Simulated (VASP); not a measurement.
Output of a VASP run:

File OUTCAR:
```
 ion  position               nearest neighbor table
   1  0.000  0.500  0.343-   5 2.76   6 2.85   6 2.85   6 2.85   6 2.85
   2  0.500  0.000  0.441-   6 2.82   5 2.84   5 2.84   5 2.84   5 2.84   8 2.89
   3  0.000  0.500  0.559-   7 2.82   8 2.84   8 2.84   8 2.84   8 2.84   5 2.89
   4  0.500  0.000  0.657-   8 2.76   7 2.85   7 2.85   7 2.85   7 2.85
   5  0.000  0.500  0.448-   1 2.76   2 2.84   2 2.84   2 2.84   2 2.84   3 2.89
   6  0.500  0.000  0.333-   2 2.82   1 2.85   1 2.85   1 2.85   1 2.85
   7  0.000  0.500  0.667-   3 2.82   4 2.85   4 2.85   4 2.85   4 2.85
   8  0.500  0.000  0.552-   4 2.76   3 2.84   3 2.84   3 2.84   3 2.84   2 2.89
  LATTYP: Found a simple tetragonal cell.
 ALAT       =     4.0121223742
 C/A-ratio  =     6.5048923948
 Subroutine PRICEL returns:
 Original cell was already a primitive cell.
 Subroutine GETGRP returns: Found 16 space group operations
The static configuration has the point symmetry D_2d.
 The point group associated with its full space group is D_4h.
The dynamic configuration has the point symmetry D_2d.
 Subroutine INISYM returns: Found 16 space group operations
 Subroutine IBZKPT returns following result:
 Found      6 irreducible k-points:

 Following reciprocal coordinates:
            Coordinates               Weight
  0.000000  0.000000  0.000000      1.000000
  0.200000  0.000000  0.000000      4.000000
  0.400000  0.000000  0.000000      4.000000
  0.200000  0.200000  0.000000      4.000000
  0.400000  0.200000  0.000000      8.000000
  0.400000  0.400000  0.000000      4.000000
   k-points           NKPTS =      6   k-points in BZ     NKDIM =      6   number of bands    NBANDS=     43
   number of dos      NEDOS =    301   number of ions     NIONS =      8
   total plane-waves  NPLWV =  51200
   dimension x,y,z NGX =    20 NGY =   20 NGZ =  128
   dimension x,y,z NGXF=    40 NGYF=   40 NGZF=  256
   ions per type =               4   4
   PREC   = normal    normal or accurate (medium, high low for compatibility)
   ISTART =      1    job   : 0-new  1-cont  2-samecut
   ICHARG =      0    charge: 1-file 2-atom 10-const
   ISPIN  =      1    spin polarized calculation?
   LNONCOLLINEAR =      F non collinear calculations
   LSORBIT =      F    spin-orbit coupling
   INIWAV =      1    electr: 0-lowe 1-rand  2-diag
   ENCUT  =  400.0 eV  29.40 Ry    5.42 a.u.   6.54  6.54 42.56*2*pi/ulx,y,z
   NELM   =    100;   NELMIN=  4; NELMDL=  0     # of ELM steps
   EDIFF  = 0.1E-05   stopping-criterion for ELM
   LREAL  =      F    real-space projection
   NLSPLINE    = F    spline interpolate recip. space projectors
   LMAXMIX     =    4 max onsite mixed and CHGCAR
   VOSKOWN=      0    Vosko Wilk Nusair interpolation
   EDIFFG = 0.1E-04   stopping-criterion for IOM
   NSW    =      0    number of steps for IOM
   NBLOCK =      1;   KBLOCK =      1    inner block; outer block
   IBRION =     -1    ionic relax: 0-MD 1-quasi-New 2-CG
   NFREE  =      0    steps in history (QN), initial steepest desc. (CG)
   ISIF   =      2    stress and relaxation
   ISYM   =      2    0-nonsym 1-usesym 2-fastsym
   TEIN   =    0.0    initial temperature
   TEBEG  =    0.0;   TEEND  =   0.0 temperature during run
   SMASS  =  -3.00    Nose mass-parameter (am)
   PSTRESS=    0.0 pullay stress
   NELECT =      72.0000    total number of electrons
   EFERMI =   0.00;   METHOD = LEGACY
   ISMEAR =     0;   SIGMA  =   0.05  broadening in eV -4-tet -1-fermi 0-gaus
   IALGO  =     38    algorithm
   LDIAG  =      T    sub-space diagonalisation (order eigenvalues)
   IMIX   =      4    mixing-type and parameters
     AMIX     =   0.40;   BMIX     =  1.00
     AMIX_MAG =   1.60;   BMIX_MAG =  1.00
     AMIN     =   0.10
   GGA     = PS    functional components
   VOSKOWN =     0    Vosko Wilk Nusair interpolation
   LHFCALC =     F    Hartree Fock is set to
   LHFONE  =     F    Hartree Fock one center treatment
   AEXX    =    0.0000 exact exchange contribution
   IVDW    =     0    specifies the selected vdW correction
   LEPSILON=     F    determine dielectric tensor
   LRPA    =     F    only Hartree local field effects (RPA)
  energy-cutoff  :      400.00
  volume of cell :      420.11
...
```

**OSZICAR**
```
       N       E                     dE             d eps       ncg     rms          rms(c)
DAV:   1    -0.224139788925E+02   -0.22414E+02   -0.26663E-05   578   0.227E-02    0.501E-03
DAV:   2    -0.224139771864E+02    0.17061E-05   -0.54390E-06   537   0.134E-02    0.306E-03
DAV:   3    -0.224139769575E+02    0.22892E-06   -0.12805E-06   383   0.475E-03    0.152E-03
DAV:   4    -0.224139769618E+02   -0.43292E-08   -0.30187E-07   291   0.291E-03
   1 F= -.22413977E+02 E0= -.22413977E+02  d E =-.325855E-13
```

OUTCAR:
```
------------------------ aborting loop because EDIFF is reached ----------------------------------------
  FORCE on cell =-STRESS in cart. coord.  units (eV):
  Direction    XX          YY          ZZ          XY          YZ          ZX
  --------------------------------------------------------------------------------------
  Total       -2.3185450     -2.3185450     -0.3697194      0.0000000      0.0000000     -0.0000000
  in kB       -8.8422640     -8.8422640     -1.4100036      0.0000000      0.0000000     -0.0000000
  external PRESSURE =      -6.3648439 kB  Pullay stress =       0.0000000 kB
  volume of cell :      420.11
      direct lattice vectors                 reciprocal lattice vectors
     4.012122374  0.000000000  0.000000000     0.249244641  0.000000000  0.000000000
     0.000000000  4.012122374  0.000000000     0.000000000  0.249244641  0.000000000
     0.000000000  0.000000000 26.098424319     0.000000000  0.000000000  0.038316489
 POSITION                                       TOTAL-FORCE (eV/Angst)
 -----------------------------------------------------------------------------------
      0.00000      2.00606      8.94463         0.000000     -0.000000      0.013210
      2.00606      0.00000     11.50289         0.000000     -0.000000      0.007595
      0.00000      2.00606     14.59553        -0.000000     -0.000000     -0.007595
      2.00606      0.00000     17.15379        -0.000000     -0.000000     -0.013210
      0.00000      2.00606     11.70285        -0.000000      0.000000     -0.006991
      2.00606      0.00000      8.68657        -0.000000     -0.000000     -0.000687
      0.00000      2.00606     17.41185         0.000000      0.000000      0.000687
      2.00606      0.00000     14.39558        -0.000000     -0.000000      0.006991
 -----------------------------------------------------------------------------------
    total drift:                               -0.000000     -0.000000      0.000000
  FREE ENERGIE OF THE ION-ELECTRON SYSTEM (eV)
  ---------------------------------------------------
  free  energy   TOTEN  =       -22.4139769618 eV

  energy  without entropy=      -22.4139769618  energy(sigma->0) =      -22.41397696

 total charge

# of ion       s       p       d       tot
------------------------------------------
    1        0.230   0.151   9.341   9.723
    2        0.237   0.167   9.339   9.743
    3        0.237   0.167   9.339   9.743
    4        0.230   0.151   9.341   9.723
    5        1.610   3.172   0.032   4.813
    6        1.606   3.171   0.024   4.801
    7        1.606   3.171   0.024   4.801
    8        1.610   3.172   0.032   4.813
--------------------------------------------------
tot          7.366  13.322  37.472  58.160
```
(Selected blocks of OUTCAR.)

### POSCAR
```
AgBr(100) slab
1
    4.0121223742     0.0000000000     0.0000000000
    0.0000000000     4.0121223742     0.0000000000
    0.0000000000     0.0000000000    26.0984243191
Ag Br
4 4
Direct
  0.0000000000   0.5000000000   0.3427269598
  0.5000000000   0.0000000000   0.4407504814
  0.0000000000   0.5000000000   0.5592495186
  0.5000000000   0.0000000000   0.6572730402
  0.0000000000   0.5000000000   0.4484119635
  0.5000000000   1.0000000000   0.3328388685
  0.0000000000   0.5000000000   0.6671611315
  0.5000000000   1.0000000000   0.5515880365
```

Reconstruct the remaining input files.

Several could match; the one computed here: the input of the run itself, PBEsol GGA, plane waves, VASP's PBE PAW potentials (set 64).

**KPOINTS**
```
Automatic mesh
0
Gamma
5 5 1
0 0 0
```

**INCAR**
```
# general
SYSTEM  = AgBr(100) slab
PREC    = Normal
ENCUT   = 400
LREAL   = .FALSE.
LASPH   = .TRUE.

# electronic loop
EDIFF   = 1E-6
NELM    = 100
NELMIN  = 4
ALGO    = Normal
LMAXMIX = 4

# smearing
ISMEAR  = 0
SIGMA   = 0.05

# functional
GGA     = PS

# output
LWAVE   = .FALSE.
LCHARG  = .FALSE.
LORBIT  = 11
LVHAR   = .TRUE.

# other
LDIPOL  = .TRUE.
IDIPOL  = 3
DIPOL   = 0.5 0.5 0.5
```

POTCAR, in this order: Ag Br (PBE.64 set). Program: vasp_std. Read from the step before: WAVECAR.

The cell is a thin slab with vacuum, built from AgBr (rock salt): (100) face.
